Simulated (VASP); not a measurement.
A convergence study with VASP on Au (fcc): one setting is varied, all else stays as given below, so the limit is that of these other settings. The cell's lengths are 1 % over those of the tabulated start, so it is off equilibrium.

```
Au
1.0
    0.00000     2.06040     2.06040
    2.06040     0.00000     2.06040
    2.06040     2.06040     0.00000
Au
1
Direct
  0.00000   0.00000   0.00000
```

Calculation: LDA (Ceperley-Alder, Perdew-Zunger), VASP's LDA PAW potentials (set 64) (plane waves; VASP 6.6.1). The tightest run used: 1000 eV cut-off, 17×17×17 Γ-centred mesh, first-order Methfessel-Paxton smearing of 0.10 eV, potentials Au.

Q: The settings run are ENCUT = 150; ENCUT = 200; ENCUT = 250; ENCUT = 300; ENCUT = 350; ENCUT = 400; ENCUT = 450; ENCUT = 500; ENCUT = 550; ENCUT = 600; ENCUT = 650; ENCUT = 700; ENCUT = 750; ENCUT = 800; ENCUT = 850; ENCUT = 1000. From which on does the energy per atom stay within 0.005 eV/atom of the tightest run?

A: From ENCUT = 350 on: it is off by 0.0004 there and by no more than 0.005 in any finer run, while ENCUT = 300 is off by 0.0073.
```json
[
 {"setting": "ENCUT = 150", "E (eV/atom)": "-3.8141", "pressure (GPa)": "-229.38", "plane waves": "78", "difference judged (eV/atom)": "0.6053"},
 {"setting": "ENCUT = 200", "E (eV/atom)": "-4.3386", "pressure (GPa)": "-34.97", "plane waves": "125", "difference judged (eV/atom)": "0.0808"},
 {"setting": "ENCUT = 250", "E (eV/atom)": "-4.4310", "pressure (GPa)": "-8.96", "plane waves": "169", "difference judged (eV/atom)": "0.0117"},
 {"setting": "ENCUT = 300", "E (eV/atom)": "-4.4266", "pressure (GPa)": "-9.30", "plane waves": "216", "difference judged (eV/atom)": "0.0073"},
 {"setting": "ENCUT = 350", "E (eV/atom)": "-4.4197", "pressure (GPa)": "-9.22", "plane waves": "274", "difference judged (eV/atom)": "0.0004"},
 {"setting": "ENCUT = 400", "E (eV/atom)": "-4.4197", "pressure (GPa)": "-8.59", "plane waves": "331", "difference judged (eV/atom)": "0.0004"},
 {"setting": "ENCUT = 450", "E (eV/atom)": "-4.4199", "pressure (GPa)": "-8.49", "plane waves": "388", "difference judged (eV/atom)": "0.0005"},
 {"setting": "ENCUT = 500", "E (eV/atom)": "-4.4196", "pressure (GPa)": "-8.60", "plane waves": "459", "difference judged (eV/atom)": "0.0003"},
 {"setting": "ENCUT = 550", "E (eV/atom)": "-4.4194", "pressure (GPa)": "-8.59", "plane waves": "532", "difference judged (eV/atom)": "0.0000"},
 {"setting": "ENCUT = 600", "E (eV/atom)": "-4.4195", "pressure (GPa)": "-8.52", "plane waves": "596", "difference judged (eV/atom)": "0.0001"},
 {"setting": "ENCUT = 650", "E (eV/atom)": "-4.4195", "pressure (GPa)": "-8.49", "plane waves": "673", "difference judged (eV/atom)": "0.0001"},
 {"setting": "ENCUT = 700", "E (eV/atom)": "-4.4195", "pressure (GPa)": "-8.50", "plane waves": "751", "difference judged (eV/atom)": "0.0001"},
 {"setting": "ENCUT = 750", "E (eV/atom)": "-4.4194", "pressure (GPa)": "-8.52", "plane waves": "869", "difference judged (eV/atom)": "0.0001"},
 {"setting": "ENCUT = 800", "E (eV/atom)": "-4.4194", "pressure (GPa)": "-8.51", "plane waves": "918", "difference judged (eV/atom)": "0.0001"},
 {"setting": "ENCUT = 850", "E (eV/atom)": "-4.4194", "pressure (GPa)": "-8.49", "plane waves": "998", "difference judged (eV/atom)": "0.0000"},
 {"setting": "ENCUT = 1000", "E (eV/atom)": "-4.4194", "pressure (GPa)": "-8.48", "plane waves": "1283", "difference judged (eV/atom)": "0.0000"}
]
```

Left out are rungs that failed or repeat a setting and relaxations that didn't move; long series are thinned to 24 rows.

The compound is Au in the fcc structure. The cell was not relaxed at this level.
